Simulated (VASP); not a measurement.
Consider the following.

```
As
1.0
    3.68036    -1.88000     0.00000
    3.68036     1.88000     0.00000
    2.72002     0.00000     3.11142
As
2
Direct
  0.22700   0.22700   0.22700
  0.77300   0.77300   0.77300
```

All values below come from TPSS meta-GGA, VASP's PBE PAW potentials (set 64) (plane waves; VASP). Run with 520 eV cut-off, 11×11×11 Γ-centred mesh, first-order Methfessel-Paxton smearing of 0.10 eV, potentials As.

Energy and stress use the plane-wave basis of the starting cell.

Question: The ions, cell shape and volume are relaxed. Predict the relaxed structure.

Answer: 
```
As
1.0
    3.70700    -1.90244    -0.00534
    3.70700     1.90244    -0.00534
    2.73520     0.00000     3.14322
As
2
Direct
  0.22728   0.22728   0.22728
  0.77272   0.77272   0.77272
```
Space group R-3m (166), at a tolerance of 0.03 Å.

Question: How do energy and volume change from the first to the last step?

Answer: The energy (σ→0) changes by -5.8 meV/atom and the volume by +3.1 %, in 5 ionic steps.

The compound is As in the a7 structure. This run relaxes it. Symmetry was kept, so distortions that lower it aren't found.
